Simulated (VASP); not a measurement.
Data:

```yaml
crystal:
  lattice:
    - [4.27657, 0.00000, 0.00000]
    - [0.00000, 4.27657, 0.00000]
    - [0.00000, 0.00000, 4.27657]
  atoms:
    - { symbol: Zr, position: [0.00000, 0.50000, 0.50000] }
    - { symbol: Zr, position: [0.50000, 0.00000, 0.50000] }
    - { symbol: Zr, position: [0.50000, 0.50000, 0.00000] }
    - { symbol: Pt, position: [0.00000, 0.00000, 0.00000] }
```

These are PBEsol GGA, VASP's PBE PAW potentials (set 64) (plane waves; VASP) values and carry that method's errors. Settings: 400 eV cut-off, Gaussian smearing of 0.050 eV, potentials Zr_sv Pt.

Unless said otherwise, spin-orbit coupling is left out, though it shifts the bands of the heavy elements here.

What does the run give for the band gap (along the path) with the smallest direct gap where there is one?

- band gap (along the path): none (metal, semimetal or under 0.01 eV)

The structure comes from a computed database's Zr3Pt entry (Pm-3m); how it stands against other phases isn't given here. It was relaxed first, which changed the volume by -5 %.
